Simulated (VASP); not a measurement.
Consider the following.

```yaml
crystal:
  lattice:
    - [0.00000, 3.26853, 3.26853]
    - [3.26853, 0.00000, 3.26853]
    - [3.26853, 3.26853, 0.00000]
  atoms:
    - { symbol: In, position: [0.00000, 0.00000, 0.00000] }
    - { symbol: Sb, position: [0.25000, 0.25000, 0.25000] }
```

The numbers are results of PBE GGA with D4 dispersion, VASP's PBE PAW potentials (set 64) (plane waves; VASP), not measurements. Run with 520 eV cut-off, 11×11×11 Γ-centred mesh, tetrahedra with Blöchl corrections, potentials In_d Sb.

Unless said otherwise, spin-orbit coupling is left out, though it shifts the bands of the heavy elements here.

### Question
What does the run give for the energy per atom (σ→0), band gap (on the k-mesh) with the smallest direct gap where there is one?

### Answer

- band gap (on the k-mesh) = none (metal, semimetal or under 0.01 eV)
- energy per atom (σ→0) = -3817 meV/atom

The compound is InSb in the zinc blende structure. It was relaxed first.
